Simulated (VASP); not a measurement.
# A VASP study of Bi2S3 (Bismuthinite) (optB86b-vdW): structure first, properties next, part 6 of 6

Wanted: the relaxed cell of Bi2S3 (Bismuthinite) and its properties. The start is a cell from a database of measured crystal structures.

VASP 6.6.1, plane waves and PAW; the level of theory is named at each step.

Still holding for the runs below: Spin-orbit coupling is off here; with elements this heavy it splits and shifts levels by tenths of an eV or more.

So far, gap on the k-mesh (eV): step 2 (relaxing cell and atoms (optB86b-vdW)) 1.27; step 5 (total and projected DOS (optB86b-vdW)) 1.23; step 7 (core levels (optB86b-vdW)) 1.27.

## Step 8: Bands along the symmetry lines (TB-mBJ)

This step: TB-mBJ; plane waves and PAW (Bi_d, S) (VASP 6.6.1).

Levels along the symmetry lines show where the bands peak and cross; KPOINTS_OPT computes them in the converged potential. TB-mBJ is a local potential fitted to gaps: it costs far less than a hybrid but gives no energy.

Contents of INCAR:

```
SYSTEM = Bi2S3
PREC = Accurate
ENCUT = 400
EDIFF = 1E-06
NELM = 150
ISMEAR = 0
SIGMA = 0.05
LREAL = .FALSE.
ALGO = Normal
METAGGA = MBJ
LASPH = .TRUE.
NBANDS = 143
LORBIT = 11
LWAVE = .FALSE.
LCHARG = .FALSE.
KPAR = 2
NCORE = 4
```

Contents of POSCAR:

```
Bi2S3
1.0
   11.2670334056      0.0000000000      0.0000000000
    0.0000000000      3.9934756323      0.0000000000
    0.0000000000      0.0000000000     11.0408940937
Bi S
8 12
Direct
    0.5079666653      0.2500000000      0.1746960804
    0.9920333347      0.7500000000      0.6746960804
    0.0079666653      0.2500000000      0.3253039196
    0.4920333347      0.7500000000      0.8253039196
    0.6647133018      0.7500000000      0.4674614958
    0.8352866982      0.2500000000      0.9674614958
    0.1647133018      0.7500000000      0.0325385042
    0.3352866982      0.2500000000      0.5325385042
    0.6227484775      0.7500000000      0.0569125852
    0.8772515225      0.2500000000      0.5569125852
    0.1227484775      0.7500000000      0.4430874148
    0.3772515225      0.2500000000      0.9430874148
    0.7174425247      0.2500000000      0.3044650375
    0.7825574753      0.7500000000      0.8044650375
    0.2174425247      0.2500000000      0.1955349625
    0.2825574753      0.7500000000      0.6955349625
    0.4499823111      0.7500000000      0.3704192596
    0.0500176889      0.2500000000      0.8704192596
    0.9499823111      0.7500000000      0.1295807404
    0.5500176889      0.2500000000      0.6295807404
```

Contents of KPOINTS:

```
Automatic mesh
0
Gamma
2 6 2
0 0 0
```

Contents of KPOINTS_OPT:

```
Line mode
12
Line-mode
Reciprocal
  0.00000000   0.00000000   0.00000000 GAMMA
  0.00000000   0.50000000   0.00000000 X

  0.00000000   0.50000000   0.00000000 X
  0.00000000   0.50000000   0.50000000 S

  0.00000000   0.50000000   0.50000000 S
  0.00000000   0.00000000   0.50000000 Y

  0.00000000   0.00000000   0.50000000 Y
  0.00000000   0.00000000   0.00000000 GAMMA

  0.00000000   0.00000000   0.00000000 GAMMA
  0.50000000   0.00000000   0.00000000 Z

  0.50000000   0.00000000   0.00000000 Z
  0.50000000   0.50000000   0.00000000 U

  0.50000000   0.50000000   0.00000000 U
  0.50000000   0.50000000   0.50000000 R

  0.50000000   0.50000000   0.50000000 R
  0.50000000   0.00000000   0.50000000 T

  0.50000000   0.00000000   0.50000000 T
  0.50000000   0.00000000   0.00000000 Z

  0.00000000   0.00000000   0.50000000 Y
  0.50000000   0.00000000   0.50000000 T

  0.50000000   0.50000000   0.00000000 U
  0.00000000   0.50000000   0.00000000 X

  0.00000000   0.50000000   0.50000000 S
  0.50000000   0.50000000   0.50000000 R
```

Potentials, in the order of the species: Bi_d and S (PBE family, release 64).

Run with:

```
mpirun -np 8 vasp_std
```

What it wrote:

```text
[banner, memory and clock lines left out]
running    8 mpi-ranks, on    1 nodes
 distrk:  each k-point on    4 cores,    2 groups
 distr:  one band on    4 cores,    1 groups

 POSCAR found type information on POSCAR BiS
 POSCAR found :  2 types and      20 ions
 [... a notice as in an earlier step ...]

 [... a notice as in an earlier step ...]

 LDA part: xc-table for (None), standard interpolation
 POSCAR, INCAR and KPOINTS ok, starting setup
 FFT: planning ... GRIDC
 FFT: planning ... GRID_SOFT
 FFT: planning ... GRID
 WAVECAR not read
 entering main loop
       N       E                     dE             d eps       ncg     rms          rms(c)
DAV:   1     0.119575592496E+05    0.11958E+05   -0.73787E+04  4584   0.121E+03
DAV:   2     0.102256218955E+05   -0.17319E+04   -0.16271E+04  4720   0.346E+02
DAV:   3     0.993107908335E+04   -0.29454E+03   -0.27617E+03  5512   0.163E+02
DAV:   4     0.991034882657E+04   -0.20730E+02   -0.20316E+02  5528   0.433E+01
DAV:   5     0.990929882755E+04   -0.10500E+01   -0.10489E+01  6088   0.898E+00    0.314E+01
DAV:   6     0.991088496884E+04    0.15861E+01   -0.38361E+01  5554   0.255E+01    0.434E+01
DAV:   7     0.990676323666E+04   -0.41217E+01   -0.84254E+00  5288   0.666E+00    0.635E+01
DAV:   8     0.991628648797E+04    0.95233E+01   -0.86826E+00  4874   0.823E+00    0.236E+01
DAV:   9     0.991783496298E+04    0.15485E+01   -0.43055E+00  4869   0.497E+00    0.207E+01
DAV:  10     0.992257094754E+04    0.47360E+01   -0.84054E-01  5449   0.275E+00    0.105E+01
DAV:  11     0.992264738660E+04    0.76439E-01   -0.46381E-01  4915   0.208E+00    0.157E+01
DAV:  12     0.992134871216E+04   -0.12987E+01   -0.25041E-01  5145   0.108E+00    0.206E+01
DAV:  13     0.991946080718E+04   -0.18879E+01   -0.20827E-01  5346   0.978E-01    0.261E+01
DAV:  14     0.991558892961E+04   -0.38719E+01   -0.15538E+00  5367   0.288E+00    0.488E+01
DAV:  15     0.991481158587E+04   -0.77734E+00   -0.84377E-01  5137   0.198E+00    0.529E+01
DAV:  16     0.991488036568E+04    0.68780E-01   -0.93480E-02  4892   0.833E-01    0.513E+01
DAV:  17     0.991406881711E+04   -0.81155E+00   -0.10229E-01  5441   0.857E-01    0.563E+01
DAV:  18     0.991563131861E+04    0.15625E+01   -0.24455E-01  4723   0.161E+00    0.472E+01
DAV:  19     0.992080445248E+04    0.51731E+01   -0.38784E+00  4847   0.445E+00    0.139E+01
DAV:  20     0.992314372660E+04    0.23393E+01   -0.14628E+00  5136   0.286E+00    0.111E+01
DAV:  21     0.992284232343E+04   -0.30140E+00   -0.19342E-01  4821   0.114E+00    0.144E+01
DAV:  22     0.992340976993E+04    0.56745E+00   -0.77777E-02  4960   0.763E-01    0.118E+01
DAV:  23     0.992351655185E+04    0.10678E+00   -0.39559E-02  4968   0.504E-01    0.127E+01
DAV:  24     0.992409956467E+04    0.58301E+00   -0.16452E-02  5232   0.350E-01    0.104E+01
DAV:  25     0.992441029549E+04    0.31073E+00   -0.15133E-02  5128   0.261E-01    0.102E+01
DAV:  26     0.992434561406E+04   -0.64681E-01   -0.86790E-03  4876   0.315E-01    0.110E+01
DAV:  27     0.992311837555E+04   -0.12272E+01   -0.15095E-01  5413   0.952E-01    0.152E+01
DAV:  28     0.992201788436E+04   -0.11005E+01   -0.19604E-01  4969   0.885E-01    0.161E+01
DAV:  29     0.992196998427E+04   -0.47900E-01   -0.20068E-02  5344   0.451E-01    0.156E+01
DAV:  30     0.992142047078E+04   -0.54951E+00   -0.27167E-02  5456   0.494E-01    0.182E+01
[...]
DAV:  70     0.992454651230E+04    0.82664E-03   -0.43970E-08  2561   0.873E-04    0.354E-03
DAV:  71     0.992454706769E+04    0.55539E-03   -0.97720E-08  2561   0.735E-04    0.314E-03
DAV:  72     0.992454763525E+04    0.56756E-03   -0.32953E-08  2561   0.576E-04    0.143E-03
DAV:  73     0.992454797480E+04    0.33955E-03   -0.23723E-08  2547   0.433E-04    0.431E-04
DAV:  74     0.992454795009E+04   -0.24713E-04   -0.69989E-09  2540   0.285E-04    0.799E-04
DAV:  75     0.992454800104E+04    0.50948E-04   -0.23011E-09  2540   0.177E-04    0.307E-04
DAV:  76     0.992454810057E+04    0.99535E-04   -0.19579E-09  2519   0.121E-04    0.318E-04
DAV:  77     0.992454809293E+04   -0.76360E-05   -0.62939E-10  2519   0.889E-05    0.116E-04
DAV:  78     0.992454805601E+04   -0.36923E-04   -0.43101E-10  2519   0.588E-05    0.855E-05
DAV:  79     0.992454805223E+04   -0.37852E-05   -0.18604E-10  2519   0.466E-05    0.353E-05
DAV:  80     0.992454804010E+04   -0.12131E-04   -0.99739E-11  2512   0.322E-05    0.574E-05
DAV:  81     0.992454804026E+04    0.16112E-06   -0.68836E-11  2491   0.274E-05
   1 F= 0.99245480E+04 E0= 0.99245480E+04  d E =-.127025E-18
 Start KPOINTS_OPT (optional k-point list driver)
k-point batch [1-16\144]
       N       E                     dE             ncg
DAV:   1     0.108362555493E+05   -0.38750E+05     4624
DAV:   2    -0.173876393881E+05   -0.28224E+05     4760
DAV:   3    -0.221893352191E+05   -0.48017E+04     5400
DAV:   4    -0.225046424658E+05   -0.31531E+03     5448
DAV:   5    -0.225248813762E+05   -0.20239E+02     7096
DAV:   6    -0.225253170637E+05   -0.43569E+00     7096
DAV:   7    -0.225253356395E+05   -0.18576E-01     7280
DAV:   8    -0.225253366457E+05   -0.10062E-02     7064
DAV:   9    -0.225253367110E+05   -0.65353E-04     6336
DAV:  10    -0.225253367151E+05   -0.41065E-05     4360
DAV:  11    -0.225253367156E+05   -0.44924E-06     3104
[...]
k-point batch [129-144\144]
       N       E                     dE             ncg
DAV:   1     0.103802926608E+05   -0.67927E+05     4592
DAV:   2    -0.177850121563E+05   -0.28165E+05     4824
DAV:   3    -0.224444464127E+05   -0.46594E+04     5416
DAV:   4    -0.227361464965E+05   -0.29170E+03     5448
DAV:   5    -0.227545932415E+05   -0.18447E+02     7112
DAV:   6    -0.227550055443E+05   -0.41230E+00     7048
DAV:   7    -0.227550258779E+05   -0.20334E-01     7240
DAV:   8    -0.227550270555E+05   -0.11775E-02     7072
DAV:   9    -0.227550271323E+05   -0.76792E-04     6536
DAV:  10    -0.227550271371E+05   -0.47938E-05     4592
DAV:  11    -0.227550271375E+05   -0.48502E-06     3112
```

Run time: 35 min. Hardware: 8 MPI ranks of AMD EPYC 7R43, shared host; peak memory 3.4 GiB.

OUTCAR, selected parts (step 8):

```text
   NELECT =     192.0000    total number of electrons

 E-fermi :   5.5910

 k-point     1 :       0.0000    0.0000    0.0000
  band No.  band energies     occupation
    ...
     92       4.9366      2.00000
     93       5.0933      2.00000
     94       5.1062      2.00000
     95       5.1269      2.00000
     96       5.2309      2.00000
     97       7.1661      0.00000
     98       7.6176      0.00000
     99       7.6811      0.00000
    100       8.0554      0.00000
    101       8.2013      0.00000
    ...

  Total     -526.0805918   -525.4884050   -526.4988666      0.0000000     -0.0000000      0.0000000
  in kB    -1696.6724098  -1694.7625370  -1698.0213957      0.0000000     -0.0000000      0.0000000
  external PRESSURE =   -1696.4854475 kB  Pullay stress =       0.0000000 kB

 POSITION                                       TOTAL-FORCE (eV/Angst)
 -----------------------------------------------------------------------------------
      5.72328      0.99837      1.92880         0.692569     -0.000000     -0.175055
     11.17727      2.99511      7.44925        -0.692569     -0.000000     -0.175055
      0.08976      0.99837      3.59165         0.692569     -0.000000      0.175055
      5.54376      2.99511      9.11209        -0.692569     -0.000000      0.175055
      7.48935      2.99511      5.16119        -0.491166     -0.000000     -0.574758
      9.41120      0.99837     10.68164         0.491166     -0.000000     -0.574758
      1.85583      2.99511      0.35925        -0.491166      0.000000      0.574758
      3.77769      0.99837      5.87970         0.491166     -0.000000      0.574758
      7.01653      2.99511      0.62837        -0.492433     -0.000000     -0.140230
      9.88402      0.99837      6.14881         0.492433      0.000000     -0.140230
      1.38301      2.99511      4.89208        -0.492433     -0.000000      0.140230
      4.25051      0.99837     10.41253         0.492433     -0.000000      0.140230
      8.08345      0.99837      3.36157        -0.419277      0.000000      0.475688
      8.81710      2.99511      8.88201         0.419277     -0.000000      0.475688
      2.44993      0.99837      2.15888        -0.419277     -0.000000     -0.475688
      3.18358      2.99511      7.67933         0.419277     -0.000000     -0.475688
      5.06997      2.99511      4.08976         0.544641     -0.000000      0.212042
      0.56355      0.99837      9.61021        -0.544641     -0.000000      0.212042
     10.70348      2.99511      1.43069         0.544641     -0.000000     -0.212042
      6.19707      0.99837      6.95113        -0.544641      0.000000     -0.212042
 -----------------------------------------------------------------------------------
    total drift:                               -0.000000     -0.000000      0.000000

  FREE ENERGIE OF THE ION-ELECTRON SYSTEM (eV)
  ---------------------------------------------------
  free  energy   TOTEN  =      9924.5480402571 eV

  energy  without entropy=     9924.5480402571  energy(sigma->0) =     9924.54804026

[... 9 parts as in an earlier step ...]

[... 8 further parts left out ...]
```

This functional is a potential without an energy, so its energies, forces and stress mean nothing and are not read.

Numbers from this step:

```
electronic steps                  : 81
bands                             : 143
Fermi energy                      : 5.591 eV
least gap on mesh and path        : 1.844 eV
least direct gap on mesh and path : 1.925 eV
valence top at k                  : 0.3182, 0, 0
least direct gap at k             : 0, 0, 0.09091
```

The electronic bands at the labelled points (eV, zero at the valence-band top; v1 is the highest filled band, c1 the lowest empty one):

```tsv
point	v4	v3	v2	v1	c1	c2	c3	c4
Γ	-0.23	-0.22	-0.20	-0.09	1.84	2.30	2.36	2.73
0.45 of the way	-0.55	-0.42	-0.26	-0.24	1.94	2.44	2.92	3.03
X	-0.55	-0.55	-0.23	-0.23	2.62	2.62	2.74	2.74
0.45 of the way	-0.56	-0.56	-0.39	-0.39	2.48	2.48	2.70	2.70
S	-0.63	-0.63	-0.44	-0.44	2.40	2.40	2.64	2.64
0.45 of the way	-0.52	-0.52	-0.27	-0.27	2.43	2.43	2.65	2.65
Y	-0.36	-0.36	-0.18	-0.18	2.13	2.13	2.80	2.80
0.45 of the way	-0.40	-0.36	-0.20	-0.07	1.94	2.27	2.56	2.77
Γ	-0.23	-0.22	-0.20	-0.09	1.84	2.30	2.36	2.73
0.45 of the way	-0.31	-0.30	-0.14	-0.01	2.06	2.18	2.41	2.61
Z	-0.32	-0.32	-0.04	-0.04	2.29	2.29	2.41	2.41
0.45 of the way	-0.47	-0.47	-0.40	-0.40	2.14	2.14	3.03	3.03
U	-0.37	-0.37	-0.37	-0.37	2.85	2.85	2.85	2.85
0.55 of the way	-0.50	-0.50	-0.50	-0.50	2.71	2.71	2.71	2.71
R	-0.67	-0.67	-0.67	-0.67	2.65	2.65	2.65	2.65
0.45 of the way	-0.37	-0.37	-0.24	-0.24	2.65	2.65	2.80	2.80
T	-0.27	-0.27	-0.25	-0.25	2.23	2.23	2.80	2.80
0.45 of the way	-0.32	-0.32	-0.11	-0.11	2.23	2.23	2.64	2.64
Z	-0.32	-0.32	-0.04	-0.04	2.29	2.29	2.41	2.41
jump to Y	-0.36	-0.36	-0.18	-0.18	2.13	2.13	2.80	2.80
0.45 of the way	-0.35	-0.35	-0.18	-0.18	2.17	2.17	2.82	2.82
T	-0.27	-0.27	-0.25	-0.25	2.23	2.23	2.80	2.80
jump to U	-0.37	-0.37	-0.37	-0.37	2.85	2.85	2.85	2.85
0.55 of the way	-0.49	-0.49	-0.28	-0.28	2.71	2.71	2.76	2.76
X	-0.55	-0.55	-0.23	-0.23	2.62	2.62	2.74	2.74
jump to S	-0.63	-0.63	-0.44	-0.44	2.40	2.40	2.64	2.64
```

Of the projections kept (Bi, S), the largest for each band there; the rest of the weight can lie on other orbitals:

```tsv
point	v4	v3	v2	v1	c1	c2	c3	c4
Γ	S 0.87	S 0.80	S 0.80	S 0.78	Bi 0.72	Bi 0.69	Bi 0.69	Bi 0.70
X	S 0.85	S 0.85	S 0.76	S 0.76	Bi 0.78	Bi 0.78	Bi 0.65	Bi 0.65
S	S 0.87	S 0.87	S 0.86	S 0.86	Bi 0.62	Bi 0.62	Bi 0.65	Bi 0.65
Y	S 0.79	S 0.79	S 0.84	S 0.84	Bi 0.69	Bi 0.69	Bi 0.82	Bi 0.82
Γ	S 0.87	S 0.80	S 0.80	S 0.78	Bi 0.72	Bi 0.69	Bi 0.69	Bi 0.70
Z	S 0.81	S 0.81	S 0.84	S 0.84	Bi 0.69	Bi 0.69	Bi 0.72	Bi 0.72
```

The gap moves by +0.61 eV against optB86b-vdW.

## Step 9: Summary of results

| Property | Result |
| --- | --- |
| relaxed volume | 24.84 Å³/atom |
| relaxed conventional cell a, b, c | 11.267, 3.993, 11.041 Å |
| space group after relaxing, within 0.02 Å | Pnma (No. 62) |
| band gap | 1.23 eV, indirect (least direct gap of that run 1.30 eV) |
| gap among the points of the DOS mesh alone, an upper bound | 1.23 eV |
| strongest peak of ε2, mean over directions | 2.82 eV |
| ε1 at zero frequency, no local fields, mean | 16.0 |
| shallowest level of the frozen cores | Bi1 5p, 90.9 eV deep |
| band gap (TB-mBJ) | 1.84 eV, indirect (least direct gap of that run 1.92 eV) |

With optB86b-vdW, Bi2S3 (Bismuthinite) relaxes to 24.84 Å³/atom in space group Pnma (held by the symmetry of the run) and has an indirect gap of 1.23 eV. Against the listed cell the volume lies -1.0 % (a -0.3 %, b +0.3 %, c -1.0 %). Bands along the symmetry lines (optB86b-vdW): On this path the gap is indirect, 1.23 eV, with the valence top between Γ and Z and the conduction bottom at Γ. The least direct gap is 1.30 eV. Bands along the symmetry lines (TB-mBJ): The path shows an indirect gap of 1.84 eV (valence top between Γ and Z, conduction bottom at Γ). The least direct gap is 1.92 eV. The other levels ran on the cell relaxed with optB86b-vdW, and without spin-orbit coupling unless named. Experiment finds a gap of 1.29 eV (arxiv:1508.01635); the computed 1.23 eV is not graded against it, since it lacks spin-orbit coupling or the sample's magnetic order. Spin-orbit coupling is left out, and with elements this heavy it would split and shift bands near the edges, and it can change the kind of a small gap. No search among competing phases was made, and a listed structure need not be the one stable at ambient conditions. All values are for a static lattice at zero temperature.

[Lines on the potential files, build, host, timing and source positions are cut from VASP's logs without a mark.]

[Logs are printed without paths, hosts, clocks, repeated set-up lines and the standing remarks that a program may print on its own settings, such as how far it seeks lower states.]

[Hosts, paths, dates, database ids (printed as entryN), source tags and the programs' standing remarks are cut or masked in the printed files.]

[A measured line is paired with the nearest computed mode of its activity, which favours agreement.]
